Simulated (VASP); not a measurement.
Computed with PBE GGA, VASP's PBE PAW potentials (set 64) (plane waves; VASP).

Input for VASP

### KPOINTS
```
Automatic mesh
0
Gamma
8 8 8
0 0 0
```

**INCAR**
```
# general
SYSTEM  = KBr
PREC    = Accurate
ENCUT   = 300
LREAL   = .False.
LASPH   = .True.

# electronic loop
EDIFF   = 1E-6
NELM    = 100
ALGO    = Normal
LMAXMIX = 4

# smearing
ISMEAR  = 0
SIGMA   = 0.01

# functional
GGA     = PE

# ions
ISIF    = 2

# output
LWAVE   = .False.
LCHARG  = .False.
```

File POSCAR:
```
KBr
1
    0.0000000000     3.2988230000     3.2988230000
    3.2988230000     0.0000000000     3.2988230000
    3.2988230000     3.2988230000     0.0000000000
K Br
1 1
Direct
  0.0000000000   0.0000000000   0.0000000000
  0.5000000000   0.5000000000   0.5000000000
```

POTCAR, in this order: K_sv Br (PBE.64 set). Program: vasp_std.

Gaps are read on the run's mesh, which can miss a band edge.

Problem. Predict the energy per atom (σ→0), band gap (on the k-mesh).

Solution. 
```yaml
energy per atom (σ→0): -3.107 eV/atom
band gap (on the k-mesh): 4.44 eV
```

File OSZICAR:
```
...
DAV:   7    -0.620353455155E+01    0.11150E-01   -0.13709E-01   884   0.210E+00    0.107E+00
DAV:   8    -0.621272372073E+01   -0.91892E-02   -0.14509E-02   900   0.967E-01    0.123E-01
DAV:   9    -0.621338575370E+01   -0.66203E-03   -0.71943E-04   900   0.176E-01    0.817E-02
DAV:  10    -0.621384395750E+01   -0.45820E-03   -0.54182E-04   792   0.157E-01    0.177E-02
DAV:  11    -0.621384967469E+01   -0.57172E-05   -0.19274E-05   968   0.259E-02    0.384E-03
DAV:  12    -0.621385255855E+01   -0.28839E-05   -0.36031E-06   816   0.141E-02    0.464E-03
DAV:  13    -0.621385260357E+01   -0.45020E-07   -0.31238E-07   652   0.337E-03
   1 F= -.62138526E+01 E0= -.62138526E+01  d E =-.517214E-59
```

The structure comes from a computed database's KBr entry; how it stands against other phases isn't given here. The cell was not relaxed at this level. The run is one of a series of settings (KPOINTS 8×8×8 Γ-centred mesh against the base run), some of them coarse on purpose.
